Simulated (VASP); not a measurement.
Energy against volume of TiO2 (rutile). Computed with rev-vdW-DF2, VASP's PBE PAW potentials (set 64) (plane waves; VASP 6.6.1). Numerical set-up: 520 eV cut-off, 5×5×8 Γ-centred mesh, Gaussian smearing of 0.050 eV, potentials Ti_sv O.

Shape and ions are relaxed at each volume.

```csv
V (Å³/atom),E (eV/atom)
10.194,-7.27667
10.509,-7.28419
10.825,-7.27888
11.140,-7.26299
```

Problem. Fit these four points and predict the energy of the run at 9.879 Å³/atom.

Solution. A cubic in V^(−2/3), the third-order Birch-Murnaghan form, passes through the four points with V0 = 10.53 Å³/atom and B0 = 215 GPa, and gives -7.2537 eV/atom there. The run gave -7.2538 eV/atom, -0.1 meV/atom from the fit; all five points give B0 = 214 GPa.

The compound is TiO2 in the rutile structure. It was relaxed first.
